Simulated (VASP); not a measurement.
# NiMoIrPdW under changes of volume

One of the cells (14.900 Å³/atom); the others are scaled copies at fixed shape and fractional positions:

```
Ni Mo Pd Ir W
1.0
     2.78441    0.00000    0.00000
    -1.39221    2.41137    0.00000
     0.00000    0.00000   11.09578
Ni Mo Pd Ir W
1 1 1 1 1
Direct
  0.33333 0.66667 0.59711
  0.00000 0.00000 0.41074
  0.66667 0.33333 0.79520
  0.66667 0.33333 0.19961
  0.33333 0.66667 0.99734
```

The cell was built by a generator and needn't be a form met in nature.

```yaml
Program: VASP 6.6.1
Functional: PBE
Potentials_or_basis: VASP PAW PBE potentials, release 64 (Ni, Mo_sv, Pd, Ir, W_sv)
Cutoff: 520 eV
k_mesh: 11 × 11 × 3
Occupations: fermi-dirac, width 0.05 eV
Spin: collinear spin, ferromagnetic start
Starting_moments: "[1.0, 1.0, 0.0, 0.6, 0.0] μB"
```

| volume (Å³/atom) | energy over the lowest point (meV/atom) | pressure (GPa) | largest force (eV/Å) |
| --- | --- | --- | --- |
| 13.731 | ? | ? | ? |
| 14.024 | 18.55 | 12.1 | 0.330 |
| 14.316 | 2.20 | 5.9 | 0.207 |
| 14.900 | 0.00 | -4.4 | 0.213 |
| 15.192 | 12.00 | -8.7 | 0.276 |
| 15.484 | 31.49 | -12.6 | 0.334 |

Problem. What does the run at 13.731 Å³/atom give?

Solution. Energy over the lowest point 46.73 meV/atom; pressure 18.9 GPa; largest force 0.464 eV/Å.

Worked out: A Birch-Murnaghan fit of order 3 (a polynomial in V^(-2/3)) to the other rows has its minimum at 14.64 Å³/atom with B0 = V·E''(V) = 256 GPa and B' = 4.7 at fixed shape and positions, which overstates the stiffness. It gives 46.85 meV/atom at 13.731 Å³/atom, against the run's 46.73, and -dE/dV = 19.0 GPa, against 18.9.

Energies are extrapolated to zero smearing.
